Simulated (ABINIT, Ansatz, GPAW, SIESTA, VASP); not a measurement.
## MoN2: 5 runs at one level of theory

```xyz
6
Lattice="4.3481 0.0000 0.0000 0.0000 4.3481 0.0000 0.0000 0.0000 2.7675" Properties=species:S:1:pos:R:3 pbc="T T T"
Mo    0.0000    0.0000    0.0000
Mo    2.1740    2.1740    0.0000
N     2.6595    3.8626    1.3837
N     1.6886    0.4854    1.3837
N     0.4854    2.6595    1.3837
N     3.8626    1.6886    1.3837
```

Measurements of this composition are mostly on another form, of space group No. 160.

Alike in all runs: task single point; functional PBEsol; k mesh 6 × 6 × 10; occupations fermi-dirac, width 0.05 eV; no spin polarisation; no spin-orbit coupling. A missing gap at this level doesn't show that the real crystal is a metal. Pressure is positive in compression and, in plane waves, holds the error of the finite cutoff, which Ansatz's Pulay term estimates and takes out.

```csv
program and potentials,plane-wave cutoff (eV),notes,band gap (eV),pressure (GPa),largest force (eV/Å)
"Ansatz, Ansatz PAW",420,"potentials made for PBE, which Ansatz adapts in part; Pulay term of +0.68 GPa included",no gap,-14.14,0.034
"VASP, PBE PAW files Mo_sv, N, 520 eV",520,potentials made for PBE,no gap,-13.54,0.157
"GPAW, PAW data sets generated for this functional",800,-,no gap,-15.60,0.026
"ABINIT, PseudoDojo NC SR PBEsol v0.4.1 standard",1143,-,no gap,-13.19,0.231
"SIESTA, files PseudoDojo sr-pbesol-0.4.1-standard, DZP (energy shift 0.003 Ry; two zetas on semicore shells)",-,atomic basis,no gap,-4.28,0.490
```

Force on atom 5 (N), eV/Å:

```tsv
program and potentials	x	y	z
Ansatz, Ansatz PAW	0.024	0.024	0.000
VASP, PBE PAW files Mo_sv, N, 520 eV	0.111	0.111	0.000
GPAW, PAW data sets generated for this functional	0.018	0.018	0.000
ABINIT, PseudoDojo NC SR PBEsol v0.4.1 standard	0.163	0.163	0.000
SIESTA, files PseudoDojo sr-pbesol-0.4.1-standard, DZP (energy shift 0.003 Ry; two zetas on semicore shells)	0.346	0.346	0.000
```

None finds a gap. The pressure spans -15.60 (GPAW, PAW data sets generated for this functional) to -4.28 GPa (SIESTA, files PseudoDojo sr-pbesol-0.4.1-standard, DZP (energy shift 0.003 Ry; two zetas on semicore shells)). The cell lies far from this level's equilibrium. The pressure on the cell as given of SIESTA, files PseudoDojo sr-pbesol-0.4.1-standard, DZP (energy shift 0.003 Ry; two zetas on semicore shells) lies far from the others; the cause wasn't traced. Rows in atomic bases carry the error of their basis and grid, which can be large.

The functional is the same throughout but for its coding, so the spread measures potentials, basis and numerics; runs on potential files found faulty are left out.
